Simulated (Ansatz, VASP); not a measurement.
**One calculation of ScGa3As2, two programs**

INCAR

```
  PREC = Accurate
  ENCUT = 520
  EDIFF = 1E-6
  ISMEAR = 0
  SIGMA = 0.1
  LREAL = F
  LASPH = T
  NELM = 60
  ALGO = Normal
  ISIF = 2
  LWAVE = F
  LCHARG = T
  GGA = PE
  LELF = T
  LVHAR = T
  NBANDS = 39
```

The input KPOINTS:

```
regular mesh
0
Gamma
  4 4 2
```

File POSCAR:

```
ScGa3As2
1.0
    3.8244111500      0.0000000000      0.0000000000
    0.0000000000      3.8244111500      0.0000000000
    0.0000000000      0.0000000000      8.4255368300
Sc Ga As
1 3 2
Direct
    0.0000000000      0.0000000000      0.0000000000
    0.0000000000      0.5000000000      0.3835000100
    0.5000000000      0.0000000000      0.6164999900
    0.5000000000      0.5000000000      0.0000000000
    0.0000000000      0.5000000000      0.7315000300
    0.5000000000      0.0000000000      0.2684999700
```

Input for Ansatz:

```yaml
crystal:
  lattice:
    - [3.82441115, 0.0, 0.0]
    - [0.0, 3.82441115, 0.0]
    - [0.0, 0.0, 8.42553683]
  atoms:
    - { symbol: Sc, position: [0.0, 0.0, 0.0] }
    - { symbol: Ga, position: [0.0, 0.5, 0.38350001] }
    - { symbol: Ga, position: [0.5, 0.0, 0.61649999] }
    - { symbol: Ga, position: [0.5, 0.5, 0.0] }
    - { symbol: As, position: [0.0, 0.5, 0.73150003] }
    - { symbol: As, position: [0.5, 0.0, 0.26849997] }
basis:
  ecutwfc: 420
kpoints:
  mp_grid: { grid: [4, 4, 2] }
hamiltonian:
  xc: pbe
scf:
  occupations: { method: gaussian, width: 0.1 }
  lower_state_search: "off"
output:
  forces: true
  stress: true
  eigenvalues: true
```

Change from the starting cell: species swapped into the Ti2CuSb3 type (P-4m2, No. 115).

Alike in both runs: task single point; functional PBE; k mesh 4 × 4 × 2; occupations gaussian, width 0.1 eV; no spin polarisation.

|  | VASP | Ansatz |
| --- | --- | --- |
| version | VASP 6.6.1 | Ansatz 0.2.0 |
| potentials or method | VASP PAW PBE potentials, release 64 (Sc_sv, Ga_d, As) | scalar-relativistic, plane waves, PAW |
| plane-wave cutoff (eV) | 520 | 420 |
| valence electrons in the cell | 60 | 80 |

```csv
,VASP,Ansatz,Ansatz less VASP
gap on the k mesh at the Fermi level (eV),none,none,-
pressure (GPa),-0.4,-0.5,-0.11
largest component of the traceless stress (GPa),7.27,7.25,-0.013
rms of the force components (eV/Å),0.170,0.172,+0.0013
```

Atom by atom the forces differ by 0.001 eV/Å (rms over components). A gap of «none» marks a metal or a gap that the smearing closes. The functional is the same, so the differences come from potentials, cutoffs and numerics. The two sets of potentials don't hold the same shells in valence.

Caveats: the k mesh is coarse (spacing up to 0.41 Å⁻¹), so the values aren't converged.
